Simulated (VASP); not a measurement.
Output of a VASP run:

### OSZICAR
```
       N       E                     dE             d eps       ncg     rms          rms(c)
DAV:   1     0.413212485991E+03    0.41321E+03   -0.19656E+04  2472   0.142E+03
DAV:   2     0.233091417275E+02   -0.38990E+03   -0.37964E+03  2708   0.383E+02
DAV:   3    -0.200091773436E+02   -0.43318E+02   -0.41745E+02  3180   0.143E+02
DAV:   4    -0.217226565493E+02   -0.17135E+01   -0.16995E+01  2860   0.304E+01
DAV:   5    -0.218087448452E+02   -0.86088E-01   -0.85967E-01  3544   0.667E+00    0.761E+00
DAV:   6    -0.215142108471E+02    0.29453E+00   -0.61977E-01  2764   0.510E+00    0.576E+00
DAV:   7    -0.215050371418E+02    0.91737E-02   -0.30265E-01  3340   0.246E+00    0.113E+00
DAV:   8    -0.215017905922E+02    0.32465E-02   -0.30031E-02  2792   0.115E+00    0.634E-01
DAV:   9    -0.215009472321E+02    0.84336E-03   -0.64838E-03  3012   0.456E-01    0.318E-01
DAV:  10    -0.215009867413E+02   -0.39509E-04   -0.96058E-04  3064   0.155E-01    0.103E-01
DAV:  11    -0.215009888502E+02   -0.21088E-05   -0.94808E-05  3400   0.573E-02    0.461E-02
DAV:  12    -0.215009895382E+02   -0.68804E-06   -0.10711E-05  2824   0.161E-02    0.217E-02
DAV:  13    -0.215009886923E+02    0.84591E-06   -0.65599E-06  3168   0.122E-02    0.497E-03
DAV:  14    -0.215009887541E+02   -0.61802E-07   -0.82152E-07  2864   0.410E-03    0.554E-03
DAV:  15    -0.215009887521E+02    0.19718E-08   -0.34167E-08  3064   0.111E-03    0.448E-03
DAV:  16    -0.215009887474E+02    0.47157E-08   -0.25947E-07  3152   0.315E-03    0.499E-03
DAV:  17    -0.215009887356E+02    0.11792E-07   -0.36208E-08  3000   0.137E-03    0.313E-03
DAV:  18    -0.215009887311E+02    0.44920E-08   -0.14529E-08  2732   0.767E-04    0.101E-03
DAV:  19    -0.215009887316E+02   -0.44201E-09   -0.12120E-09  1948   0.202E-04
   1 F= -.21500989E+02 E0= -.21500945E+02  d E =-.866817E-04
```

### OUTCAR
```
------------------------ aborting loop because EDIFF is reached ----------------------------------------
  FORCE on cell =-STRESS in cart. coord.  units (eV):
  Direction    XX          YY          ZZ          XY          YZ          ZX
  --------------------------------------------------------------------------------------
  Total        1.3269439      1.3269439      1.1256482      0.0000000     -0.0000000      0.0000000
  in kB       12.6037722     12.6037724     10.6917958      0.0000000     -0.0000003      0.0000000
  external PRESSURE =      11.9664468 kB  Pullay stress =       0.0000000 kB
  volume of cell :      168.68
      direct lattice vectors                 reciprocal lattice vectors
     2.154722000  1.244029000 10.487923000     0.232048496  0.133973261  0.031782592
    -2.154722000  1.244029000 10.487923000    -0.232048496  0.133973261  0.031782592
     0.000000000 -2.488059000 10.487923000     0.000000000 -0.267946522  0.031782579
 POSITION                                       TOTAL-FORCE (eV/Angst)
 -----------------------------------------------------------------------------------
      0.00000     -0.00000     18.97800         0.000000     -0.000000      0.246579
      0.00000     -0.00000     12.48577         0.000000      0.000000     -0.246579
      0.00000     -0.00000     24.64220         0.000000     -0.000000      0.529537
      0.00000     -0.00000      6.82157         0.000000      0.000000     -0.529537
      0.00000      0.00000      0.00000         0.000000      0.000000      0.000000
 -----------------------------------------------------------------------------------
    total drift:                                0.000000      0.000000      0.000000
  FREE ENERGIE OF THE ION-ELECTRON SYSTEM (eV)
  ---------------------------------------------------
  free  energy   TOTEN  =       -21.5009887316 eV

  energy  without entropy=      -21.5009020499  energy(sigma->0) =      -21.50094539
```
(Selected blocks of OUTCAR.)

### POSCAR
```
Bi2Te3
1
    2.1547220000     1.2440290000    10.4879230000
   -2.1547220000     1.2440290000    10.4879230000
    0.0000000000    -2.4880590000    10.4879230000
Bi Te
2 3
Direct
  0.6031700000   0.6031700000   0.6031700000
  0.3968300000   0.3968300000   0.3968300000
  0.7831930000   0.7831930000   0.7831930000
  0.2168070000   0.2168070000   0.2168070000
  0.0000000000   0.0000000000   0.0000000000
```

Write an INCAR and KPOINTS that could have produced this output.

One answer among several that fit: the input of the run itself, LDA (Ceperley-Alder, Perdew-Zunger), plane waves, VASP's LDA PAW potentials (set 64).

File KPOINTS:
```
kpoints
0
G
7 7 7
```

**INCAR**
```
ALGO  =  Normal
EDIFF  =  1E-09
ENCUT  =  420
ISIF  =  2
ISMEAR  =  -1
LASPH  =  .True.
LCHARG  =  .False.
LMAXMIX  =  4
LREAL  =  .False.
LWAVE  =  .False.
NELM  =  100
PREC  =  Accurate
SIGMA  =  0.05
SYSTEM  =  Bi2Te3
```

POTCAR, in this order: Bi_d Te (LDA.64 set). Program: vasp_std.

The structure comes from a computed database's Bi2Te3 entry; how it stands against other phases isn't given here. The cell was not relaxed at this level. The run is one of a series of settings (EDIFF = 1E-09, ENCUT = 420, KPOINTS 7×7×7 Γ-centred mesh against the base run), some of them coarse on purpose.
